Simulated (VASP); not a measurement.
All values below come from PBE GGA, VASP's PBE PAW potentials (set 64) (plane waves; VASP 6.6.1).

A VASP calculation is set up with these files.

### KPOINTS
```
Automatic
0
Gamma
 9 9 9
```

INCAR:
```
ALGO  =  Normal
EDIFF  =  1E-6
ENCUT  =  400
GGA  =  PE
ISIF  =  2
ISMEAR  =  -4
LASPH  =  T
LCHARG  =  F
LMAXMIX  =  4
LREAL  =  F
LWAVE  =  F
NELM  =  100
PREC  =  Accurate
SYSTEM  =  NiSi2
```

File POSCAR:
```
NiSi2
1.0
  0.0000000000   2.6902320000   2.7503790000
  2.7133950000   0.0000000000   2.7503790000
  2.7133950000   2.6902320000   0.0000000000
Si Ni
2 1
Cart
  1.3566975000   1.3451160000   1.3751895000
  4.0700925000   4.0353480000   4.1255685000
  0.0668471992   0.0000000000  -0.0000000000
```

POTCAR, in this order: Si Ni (PBE.64 set). Program: vasp_std.

The resulting files:

**OSZICAR**
```
       N       E                     dE             d eps       ncg     rms          rms(c)
DAV:   1     0.614981048890E+02    0.61498E+02   -0.67103E+03  3274   0.115E+03
DAV:   2    -0.157485814741E+02   -0.77247E+02   -0.72875E+02  3400   0.229E+02
DAV:   3    -0.192753937322E+02   -0.35268E+01   -0.34409E+01  4156   0.539E+01
DAV:   4    -0.193440146884E+02   -0.68621E-01   -0.68488E-01  3902   0.740E+00
DAV:   5    -0.193458630966E+02   -0.18484E-02   -0.18482E-02  4240   0.126E+00    0.163E+01
DAV:   6    -0.240751626059E+02   -0.47293E+01   -0.54515E+01  3466   0.183E+02    0.253E+01
DAV:   7    -0.174130620496E+02    0.66621E+01   -0.16004E+01  3895   0.114E+02    0.399E+00
DAV:   8    -0.173443832152E+02    0.68679E-01   -0.22334E+00  4776   0.253E+01    0.259E+00
DAV:   9    -0.173016029296E+02    0.42780E-01   -0.27652E-01  3897   0.108E+01    0.619E-01
DAV:  10    -0.172997466818E+02    0.18562E-02   -0.11741E-02  4278   0.237E+00    0.257E-01
DAV:  11    -0.172999059541E+02   -0.15927E-03   -0.11016E-03  3751   0.257E-01    0.481E-02
DAV:  12    -0.172999437206E+02   -0.37767E-04   -0.60509E-05  4339   0.135E-01    0.235E-02
DAV:  13    -0.172999426886E+02    0.10321E-05   -0.24985E-05  3985   0.108E-01    0.900E-03
DAV:  14    -0.172999429221E+02   -0.23352E-06   -0.21500E-06  3504   0.184E-02
   1 F= -.17299943E+02 E0= -.17299943E+02  d E =0.000000E+00
```

File OUTCAR:
```
------------------------ aborting loop because EDIFF is reached ----------------------------------------
  FORCE on cell =-STRESS in cart. coord.  units (eV):
  Direction    XX          YY          ZZ          XY          YZ          ZX
  --------------------------------------------------------------------------------------
  Total        0.0982423      0.2376156      0.0313004      0.0000000      0.0000000      0.0000000
  in kB        3.9199784      9.4811343      1.2489209      0.0000000      0.0000000      0.0000000
  external PRESSURE =       4.8833445 kB  Pullay stress =       0.0000000 kB
  volume of cell :       40.15
      direct lattice vectors                 reciprocal lattice vectors
     0.000000000  2.690232000  2.750379000    -0.184270996  0.185857577  0.181793127
     2.713395000  0.000000000  2.750379000     0.184270996 -0.185857577  0.181793127
     2.713395000  2.690232000  0.000000000     0.184270996  0.185857577 -0.181793127
 POSITION                                       TOTAL-FORCE (eV/Angst)
 -----------------------------------------------------------------------------------
      1.35670      1.34512      1.37519         0.315403      0.000000     -0.000000
      4.07009      4.03535      4.12557         0.315403      0.000000      0.000000
      0.06685      2.69023      2.75038        -0.630806      0.000000      0.000000
 -----------------------------------------------------------------------------------
    total drift:                                0.000275     -0.000003     -0.000002
  FREE ENERGIE OF THE ION-ELECTRON SYSTEM (eV)
  ---------------------------------------------------
  free  energy   TOTEN  =       -17.2999429221 eV

  energy  without entropy=      -17.2999429221  energy(sigma->0) =      -17.29994292
```
(Selected blocks of OUTCAR.)

### OUTCAR
```
 val. band max:       10.5112267228   @ k =  -0.2222   0.1111  -0.0000

 cond. band min:       9.7200005606   @ k =   0.0000   0.2222   0.2222


 Fermi energy:        10.1861885157

 k-point     1 :       0.0000    0.0000    0.0000
  band No.  band energies     occupation
      1      -3.4863      2.00000
      2       5.0629      2.00000
      3       5.0817      2.00000
      4       5.1376      2.00000
      5       6.7270      2.00000
      6       6.7814      2.00000
      7       9.7800      2.00000
      8      11.7031      0.00000
      9      11.8634      0.00000
     10      11.9734      0.00000
     11      12.4155      0.00000
     12      12.5511      0.00000
     13      12.6760      0.00000

 k-point     2 :       0.1111   -0.0000    0.0000
  band No.  band energies     occupation
      1      -3.3057      2.00000
      2       4.7157      2.00000
      3       5.1326      2.00000
      4       5.1737      2.00000
      5       6.6961      2.00000
      6       6.7494      2.00000
      7       9.4508      2.00000
      8      10.7321      0.76870
      9      11.1720      0.00094
     10      11.2213      0.00000
     11      13.0661      0.00000
     12      13.1794      0.00000
     13      14.0456      0.00000

 k-point     3 :       0.2222    0.0000    0.0000
  band No.  band energies     occupation
      1      -2.7694      2.00000
      2       3.7152      2.00000
      3       5.2837      2.00000
      4       5.3053      2.00000
      5       6.6543      2.00000
      6       6.7000      2.00000
      7       8.0831      2.00000
      8      10.2767      1.88836
      9      10.3306      0.74988
     10      11.0977      0.00000
     11      12.6919      0.00000
     12      12.8653      0.00000
     13      13.8490      0.00000

 k-point     4 :       0.3333    0.0000    0.0000
  band No.  band energies     occupation
      1      -1.8965      2.00000
      2       2.3062      2.00000
      3       5.4331      2.00000
...
```

The compound is NiSi2 in the fluorite structure. The cell was not relaxed at this level, atoms are displaced from their ideal sites. The run is one of a series of settings (ISMEAR = -4, SIGMA removed against the base run), some of them coarse on purpose. The run is not spin-polarised, so no magnetic state was tried.
